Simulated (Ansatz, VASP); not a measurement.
Rb3Ba: energy against volume and a worked fit

The structure is cubic, space group Fm-3m (No. 225). Conventional cell: a = 11.029 Å, b = 11.029 Å, c = 11.029 Å, α = 90.00°, β = 90.00°, γ = 90.00°.

The cell comes from a database or a generator and needn't be the stable form of this composition.

The cell was scaled at fixed shape and fractions and run with Ansatz, Ansatz PAW, cutoff 420 eV; PBE, k mesh 4 × 4 × 4 on the cell of 4 atoms, fermi-dirac occupations of 0.05 eV, no spin polarisation, no spin-orbit coupling. Energies are those that the program minimises, any entropy of the smearing included. For a metal such a mesh isn't converged to the digits shown.

```tsv
V (Å³/atom)	energy over the lowest row (meV/atom)
78.8133	4.569
80.4902	2.114
82.1671	0.618
83.8440	0.000
85.5209	0.184
87.1977	?
88.8746	2.689
```

Q: Fit the third-order Birch-Murnaghan form, give V0, B0 and B′, and predict the energy left open.

A: With y = (V0/V)^(2/3), E = E0 + (9 V0 B0/16) [(y - 1)³ B′ + (y - 1)² (6 - 4y)]. Least squares through the rows shown give V0 = 84.2785 Å³/atom, E0 = -0.026 meV, B0 = 3.760 GPa (1 eV/Å³ = 160.218 GPa) and B′ = 3.49, with a largest miss of 0.001 meV. At V = 87.1977 the form with these constants gives 1.101 meV; the run gave 1.102 meV an atom. Other set-ups at this level, from all their volumes (Å³/atom, GPa): VASP, PBE PAW files Ba_sv, Rb_sv, 520 eV: V0 84.322, B0 3.764.
